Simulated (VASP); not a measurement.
```
KTaO3
1.0
    4.00824     0.00000     0.00000
    0.00000     4.00824     0.00000
    0.00000     0.00000     4.00824
K Ta O
1 1 3
Direct
  0.00000   0.00000   0.00000
  0.50000   0.50000   0.50000
  0.50000   0.00000   0.50000
  0.00000   0.50000   0.50000
  0.50000   0.50000   0.00000
```

Calculation: PBE GGA with D3 dispersion (Becke-Johnson damping), VASP's PBE PAW potentials (set 64) (plane waves; VASP). Settings: 520 eV cut-off, 6×6×6 Γ-centred mesh, tetrahedra with Blöchl corrections, potentials K_sv Ta_pv O.

The cores are frozen, which limits the accuracy of field gradients.

Question: Give the principal components of the electric field gradient (V/Å²) and the asymmetry η at each nucleus.

Answer: 
| atom | Vxx | Vyy | Vzz | η |
|---|---|---|---|---|
| K1 | 0.0 | 0.0 | 0.0 | - |
| Ta2 | 0.0 | 0.0 | 0.0 | - |
| O3 | -11.1 | -11.1 | 22.2 | 0.00 |
| O4 | -11.1 | -11.1 | 22.2 | 0.00 |
| O5 | -11.1 | -11.1 | 22.2 | 0.00 |

The compound is KTaO3 in the cubic perovskite structure. It was relaxed first.
